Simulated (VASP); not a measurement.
These are PBE GGA with D3 dispersion (zero damping), VASP's PBE PAW potentials (set 64) (plane waves; VASP 6.6.1) values and carry that method's errors.

The input files of a VASP run:

**KPOINTS**
```
K-points
0
G
 6 6 4
```

POSCAR:
```
La2O3
1.0
  1.9596715370  -3.3942505788   0.0000000000
  1.9596715370   3.3942505788   0.0000000000
  0.0000000000   0.0000000000   6.1050325385
La O
2 3
Direct
  0.3333330000   0.6666670000   0.2458258410
  0.6666670000   0.3333330000   0.7541741590
  0.0000000000   0.0000000000   0.0000000000
  0.3333330000   0.6666670000   0.6462239962
  0.6666670000   0.3333330000   0.3537760038
```

### INCAR
```
LASPH = T   # aspherical one-centre terms
EDIFF = 1E-6
SYSTEM = La2O3
GGA = PE   # PBE
LWAVE = F
LCHARG = F
LMAXMIX = 6   # l cut-off of mixed one-centre charges
NELM = 100   # most electronic steps
IVDW = 11
ENCUT = 520   # plane-wave cut-off (eV)
ISMEAR = 0   # Gaussian
EDIFFG = -0.02   # ionic stop
LREAL = F
NSW = 60   # most ionic steps
SIGMA = 0.05   # width (eV)
IBRION = 2
ALGO = Normal   # blocked Davidson
PREC = Accurate
ISIF = 3   # ions, shape and volume
```

POTCAR, in this order: La O (PBE.64 set). Program: vasp_std.

What VASP printed:

File OSZICAR:
```
       N       E                     dE             d eps       ncg     rms          rms(c)
DAV:   1     0.478567796810E+03    0.47857E+03   -0.15878E+04  1160   0.256E+03
DAV:   2     0.936758950850E+02   -0.38489E+03   -0.37959E+03  1704   0.412E+02
DAV:   3    -0.282323030020E+02   -0.12191E+03   -0.12019E+03  2120   0.223E+02
DAV:   4    -0.463769025364E+02   -0.18145E+02   -0.18135E+02  2008   0.927E+01
DAV:   5    -0.474865794160E+02   -0.11097E+01   -0.11093E+01  2136   0.278E+01    0.150E+01
DAV:   6    -0.418648232012E+02    0.56218E+01   -0.51294E+01  1784   0.439E+01    0.764E+00
DAV:   7    -0.418122542063E+02    0.52569E-01   -0.54414E+00  2192   0.251E+01    0.358E+00
DAV:   8    -0.418062137852E+02    0.60404E-02   -0.48989E-01  2024   0.627E+00    0.135E+00
DAV:   9    -0.418064053131E+02   -0.19153E-03   -0.75731E-02  2024   0.245E+00    0.409E-01
DAV:  10    -0.418086832392E+02   -0.22779E-02   -0.41561E-02  1952   0.145E+00    0.204E-01
DAV:  11    -0.418094261482E+02   -0.74291E-03   -0.13115E-02  1944   0.883E-01    0.138E-01
DAV:  12    -0.418096159347E+02   -0.18979E-03   -0.24773E-03  1768   0.387E-01    0.553E-02
DAV:  13    -0.418096541935E+02   -0.38259E-04   -0.10843E-03  2016   0.233E-01    0.233E-02
DAV:  14    -0.418096600689E+02   -0.58754E-05   -0.11765E-04  1976   0.977E-02    0.331E-03
DAV:  15    -0.418096607306E+02   -0.66162E-06   -0.77195E-06  1768   0.293E-02
   1 F= -.42756270E+02 E0= -.42756270E+02  d E =-.427563E+02
```

File OUTCAR:
```
------------------------ aborting loop because EDIFF is reached ----------------------------------------
 Edisp (eV)   -0.94661
  FORCE on cell =-STRESS in cart. coord.  units (eV):
  Direction    XX          YY          ZZ          XY          YZ          ZX
  --------------------------------------------------------------------------------------
  Total       0.07622     0.07622     0.01956    -0.00000    -0.00000     0.00000
  in kB       1.50368     1.50368     0.38581    -0.00000    -0.00000     0.00000
  external pressure =        1.13 kB  Pullay stress =        0.00 kB
  volume of cell :       81.22
      direct lattice vectors                 reciprocal lattice vectors
     1.959671537 -3.394250579  0.000000000     0.255144799 -0.147307922  0.000000000
     1.959671537  3.394250579  0.000000000     0.255144799  0.147307922  0.000000000
     0.000000000  0.000000000  6.105032538     0.000000000  0.000000000  0.163799291
 POSITION                                       TOTAL-FORCE (eV/Angst)
 -----------------------------------------------------------------------------------
      1.95967      1.13142      1.50077        -0.000000      0.000000      0.004911
      1.95967     -1.13142      4.60426        -0.000000     -0.000000     -0.004911
      0.00000      0.00000      0.00000         0.000000      0.000000     -0.000000
      1.95967      1.13142      3.94522         0.000000     -0.000000     -0.015077
      1.95967     -1.13142      2.15981         0.000000      0.000000      0.015077
 -----------------------------------------------------------------------------------
    total drift:                                0.000000      0.000000      0.000000
  FREE ENERGIE OF THE ION-ELECTRON SYSTEM (eV)
  ---------------------------------------------------
  free  energy   TOTEN  =       -42.7562704636 eV

  energy  without entropy=      -42.7562704636  energy(sigma->0) =      -42.75627046

 reached required accuracy - stopping structural energy minimisation
```
(Selected blocks of OUTCAR.)

### OUTCAR
```
 val. band max:        6.0431006890   @ k =   0.5000   0.0000   0.5000

 cond. band min:       9.9180262157   @ k =   0.5000   0.0000   0.0000


 Fermi energy:         6.2892653897

 k-point     1 :       0.0000    0.0000    0.0000
  band No.  band energies     occupation
      1     -23.7523      2.00000
      2     -23.5023      2.00000
      3     -10.9123      2.00000
      4      -9.6528      2.00000
      5      -9.2136      2.00000
      6      -7.2138      2.00000
      7      -7.2138      2.00000
      8      -6.9775      2.00000
      9      -6.9775      2.00000
     10      -6.8771      2.00000
     11      -6.1384      2.00000
     12       3.6433      2.00000
     13       3.6433      2.00000
     14       3.8406      2.00000
     15       3.8406      2.00000
     16       3.9538      2.00000
     17       4.3734      2.00000
     18       5.6585      2.00000
     19       5.6585      2.00000
     20       5.9257      2.00000
     21      10.3900      0.00000
     22      10.6623      0.00000
     23      10.6624      0.00000
     24      11.2554      0.00000

 k-point     2 :       0.1667    0.0000    0.0000
  band No.  band energies     occupation
      1     -23.7045      2.00000
      2     -23.4830      2.00000
      3     -10.9207      2.00000
      4     -10.1208      2.00000
      5      -9.5219      2.00000
      6      -7.3205      2.00000
      7      -7.0143      2.00000
      8      -6.9536      2.00000
      9      -6.9175      2.00000
     10      -6.7358      2.00000
     11      -6.0444      2.00000
     12       3.5429      2.00000
     13       3.8744      2.00000
     14       3.9829      2.00000
     15       4.0627      2.00000
     16       4.0642      2.00000
     17       4.9282      2.00000
     18       5.3050      2.00000
     19       5.6466      2.00000
     20       5.8452      2.00000
     21      10.4555      0.00000
     22      10.7033      0.00000
     23      10.8499      0.00000
     24      11.3379      0.00000
...
```

The compound is La2O3 in the a-type structure. It was relaxed first. The start is the result of an earlier pass.
